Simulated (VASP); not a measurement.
Level of theory: LDA (Ceperley-Alder, Perdew-Zunger), VASP's LDA PAW potentials (set 64) (plane waves; VASP 6.6.1).

VASP input:

File KPOINTS:
```
Automatic mesh
0
gamma
  4 4 4
0 0 0
```

**POSCAR**
```
SrAg2
6.1788130
 -0.3920995829   0.6275872081   0.6726010319
  0.3920995829  -0.6275872081   0.6726010319
  0.3920995829   0.6275872081  -0.6726010319
Sr Ag
2 4
Cart
  0.0000000000   0.3137936040   0.0672601032
  0.3920995829   0.3137936040   0.6053409288
 -0.0000000000   0.6903459289   0.4573687017
  0.3920995829   0.5648284873  -0.2152323302
  0.3920995829  -0.0627587208   0.2152323302
  0.0000000000   0.0627587208   0.8878333622
```

INCAR:
```
SYSTEM = SrAg2
PREC = Accurate; ENCUT = 300; LREAL = F
LASPH = T
EDIFF = 1E-6; NELM = 100; ALGO = Normal
LMAXMIX = 4
ISMEAR = 0; SIGMA = 0.05
ISIF = 2
LWAVE = F; LCHARG = F
```

POTCAR, in this order: Sr_sv Ag (LDA.64 set). Program: vasp_std.

The run wrote:

**OUTCAR**
```
 ion  position               nearest neighbor table
   1  0.300  0.050  0.250-   4 3.35   3 3.35   4 3.36   3 3.36   3 3.36   4 3.36   5 3.48   5 3.48
                             6 3.48   6 3.48   6 3.59   5 3.59   2 3.97   2 3.97   2 4.11   2 4.11
   2  0.700  0.950  0.750-   6 3.35   5 3.35   6 3.36   5 3.36   5 3.36   6 3.36   3 3.48   3 3.48
                             4 3.48   4 3.48   4 3.59   3 3.59   1 3.97   1 3.97   1 4.11   1 4.11
   3  0.890  0.340  0.550-   5 2.77   6 2.85   6 2.85   4 3.10   1 3.35   1 3.36   1 3.36   2 3.48
                             2 3.48   2 3.59
   4  0.290  0.340  0.950-   6 2.77   5 2.85   5 2.85   3 3.10   1 3.35   1 3.36   1 3.36   2 3.48
                             2 3.48   2 3.59
   5  0.110  0.660  0.450-   3 2.77   4 2.85   4 2.85   6 3.10   2 3.35   2 3.36   2 3.36   1 3.48
                             1 3.48   1 3.59
   6  0.710  0.660  0.050-   4 2.77   3 2.85   3 2.85   5 3.10   2 3.35   2 3.36   2 3.36   1 3.48
                             1 3.48   1 3.59
  LATTYP: Found a body centered orthorhombic cell.
 ALAT       =     4.8454200000
 B/A-ratio  =     1.6005811674
 C/A-ratio  =     1.7153831866
 Subroutine PRICEL returns:
 Original cell was already a primitive cell.
 Subroutine GETGRP returns: Found  8 space group operations
The static configuration has the point symmetry C_2h.
 The point group associated with its full space group is D_2h.
The dynamic configuration has the point symmetry C_2h.
 Subroutine INISYM returns: Found  8 space group operations
 Subroutine IBZKPT returns following result:
 Found     18 irreducible k-points:

 Following reciprocal coordinates:
            Coordinates               Weight
  0.000000  0.000000  0.000000      1.000000
  0.250000  0.000000  0.000000      4.000000
  0.500000  0.000000  0.000000      2.000000
  0.000000  0.250000 -0.000000      4.000000
  0.250000  0.250000 -0.000000      8.000000
  0.500000  0.250000 -0.000000      8.000000
 -0.250000  0.250000 -0.000000      4.000000
  0.000000  0.500000 -0.000000      2.000000
  0.250000  0.500000 -0.000000      8.000000
  0.500000  0.500000 -0.000000      2.000000
  0.250000  0.250000  0.250000      2.000000
 -0.250000  0.250000  0.250000      2.000000
  0.500000  0.500000  0.250000      4.000000
 -0.250000  0.500000  0.250000      4.000000
  0.250000 -0.250000  0.250000      2.000000
  0.500000 -0.250000  0.250000      4.000000
 -0.250000 -0.250000  0.250000      2.000000
  0.500000  0.500000  0.500000      1.000000
   k-points           NKPTS =     18   k-points in BZ     NKDIM =     18   number of bands    NBANDS=     38
   number of dos      NEDOS =    301   number of ions     NIONS =      6
   total plane-waves  NPLWV =  46656
   dimension x,y,z NGX =    36 NGY =   36 NGZ =   36
   dimension x,y,z NGXF=    72 NGYF=   72 NGZF=   72
   ions per type =               2   4
   PREC   = accura    normal or accurate (medium, high low for compatibility)
   ISTART =      0    job   : 0-new  1-cont  2-samecut
   ICHARG =      2    charge: 1-file 2-atom 10-const
   ISPIN  =      1    spin polarized calculation?
   LNONCOLLINEAR =      F non collinear calculations
   LSORBIT =      F    spin-orbit coupling
   INIWAV =      1    electr: 0-lowe 1-rand  2-diag
   ENCUT  =  300.0 eV  22.05 Ry    4.70 a.u.   8.73  8.73  8.73*2*pi/ulx,y,z
   NELM   =    100;   NELMIN=  2; NELMDL= -5     # of ELM steps
   EDIFF  = 0.1E-05   stopping-criterion for ELM
   LREAL  =      F    real-space projection
   NLSPLINE    = F    spline interpolate recip. space projectors
   LMAXMIX     =    4 max onsite mixed and CHGCAR
   VOSKOWN=      0    Vosko Wilk Nusair interpolation
   EDIFFG = 0.1E-04   stopping-criterion for IOM
   NSW    =      0    number of steps for IOM
   NBLOCK =      1;   KBLOCK =      1    inner block; outer block
   IBRION =     -1    ionic relax: 0-MD 1-quasi-New 2-CG
   NFREE  =      0    steps in history (QN), initial steepest desc. (CG)
   ISIF   =      2    stress and relaxation
   ISYM   =      2    0-nonsym 1-usesym 2-fastsym
   TEIN   =    0.0    initial temperature
...
```

**OSZICAR**
```
       N       E                     dE             d eps       ncg     rms          rms(c)
DAV:   1     0.306064793953E+03    0.30606E+03   -0.23187E+04  1368   0.103E+03
DAV:   2    -0.394410604023E+01   -0.31001E+03   -0.29443E+03  1484   0.280E+02
DAV:   3    -0.210757837977E+02   -0.17132E+02   -0.16937E+02  2030   0.533E+01
DAV:   4    -0.217793776474E+02   -0.70359E+00   -0.70133E+00  1896   0.909E+00
DAV:   5    -0.217950480880E+02   -0.15670E-01   -0.15667E-01  1830   0.122E+00    0.277E+01
DAV:   6    -0.204294252003E+02    0.13656E+01   -0.87802E+00  1506   0.177E+01    0.124E+01
DAV:   7    -0.203789873709E+02    0.50438E-01   -0.49725E-01  1660   0.423E+00    0.505E+00
DAV:   8    -0.203592203522E+02    0.19767E-01   -0.31257E-02  1702   0.906E-01    0.111E+00
DAV:   9    -0.203572207376E+02    0.19996E-02   -0.68650E-03  1978   0.439E-01    0.188E-01
DAV:  10    -0.203573116981E+02   -0.90961E-04   -0.30402E-04  2140   0.673E-02    0.462E-02
DAV:  11    -0.203573350020E+02   -0.23304E-04   -0.50001E-05  2150   0.226E-02    0.160E-02
DAV:  12    -0.203573354832E+02   -0.48122E-06   -0.56887E-06  1586   0.957E-03
   1 F= -.20357335E+02 E0= -.20355498E+02  d E =-.367407E-02
```

**OUTCAR**
```
------------------------ aborting loop because EDIFF is reached ----------------------------------------
  FORCE on cell =-STRESS in cart. coord.  units (eV):
  Direction    XX          YY          ZZ          XY          YZ          ZX
  --------------------------------------------------------------------------------------
  Total       -5.3138569     -4.4867801     -4.8787778      0.0000000      0.0000000      0.0000000
  in kB      -54.5151606    -46.0301332    -50.0516599      0.0000000      0.0000000      0.0000000
  external PRESSURE =     -50.1989846 kB  Pullay stress =       0.0000000 kB
  volume of cell :      156.17
      direct lattice vectors                 reciprocal lattice vectors
    -2.422710000  3.877744000  4.155876000     0.000000000  0.128940951  0.120311578
     2.422710000 -3.877744000  4.155876000     0.206380458  0.000000000  0.120311578
     2.422710000  3.877744000 -4.155876000     0.206380458  0.128940951  0.000000000
 POSITION                                       TOTAL-FORCE (eV/Angst)
 -----------------------------------------------------------------------------------
      0.00000      1.93887      0.41559        -0.000000     -0.000000     -0.263431
      2.42271      1.93887      3.74029        -0.000000     -0.000000      0.263431
     -0.00000      4.26552      2.82600        -0.000000      0.143523     -0.143210
      2.42271      3.48997     -1.32988         0.000000     -0.143523     -0.143210
      2.42271     -0.38777      1.32988         0.000000     -0.143523      0.143210
     -0.00000      0.38777      5.48576        -0.000000      0.143523      0.143210
 -----------------------------------------------------------------------------------
    total drift:                               -0.000000      0.000000     -0.000000
  FREE ENERGIE OF THE ION-ELECTRON SYSTEM (eV)
  ---------------------------------------------------
  free  energy   TOTEN  =       -20.3573354832 eV

  energy  without entropy=      -20.3536614180  energy(sigma->0) =      -20.35549845
```
(Selected blocks of OUTCAR.)

At this cut-off the stress carries a Pulay error, which pulls relaxed volumes low.

The structure comes from a measured SrAg2 entry of the Crystallography Open Database, whose conditions weren't checked. The cell was not relaxed at this level. The k-mesh is coarse (spacing up to 0.38 per Å, 2π included), so the numbers may not be converged in it.
